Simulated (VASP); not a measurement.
```
CELL_PARAMETERS angstrom
      4.77816    -2.42676     0.04085
      4.77816     2.42676     0.04085
      3.51137     0.00000     4.04869
ATOMIC_POSITIONS crystal
  Cr 0.84408 0.84408 0.84408
  Cr 0.34408 0.34408 0.34408
  Cr 0.15592 0.15592 0.15592
  Cr 0.65592 0.65592 0.65592
  O  0.43541 0.06459 0.75000
  O  0.06459 0.75000 0.43541
  O  0.56459 0.93541 0.25000
  O  0.25000 0.56459 0.93541
  O  0.93541 0.25000 0.56459
  O  0.75000 0.43541 0.06459
```
Starting moments (μB, in the order of the record's atoms Cr Cr Cr Cr O O O O O O): -2.5 -2.5 2.5 2.5 0.0 0.0 0.0 0.0 0.0 0.0.

Level of theory: PBEsol GGA, VASP's PBE PAW potentials (set 64) (plane waves; VASP). Settings: 520 eV cut-off, Gaussian smearing of 0.050 eV, potentials Cr_pv O.

### Question
Estimate the cell moment, band gap (along the path) with the smallest direct gap where there is one.

### Answer

```json
{
  "band gap (along the path)": "1.39 eV",
  "smallest direct gap (along the path)": "1.47 eV",
  "cell_moment": "0.00 μB"
}
```

The absolute energy has meaning only against runs of the same code, potentials and settings.

The compound is Cr2O3 in the corundum structure. It was relaxed first.
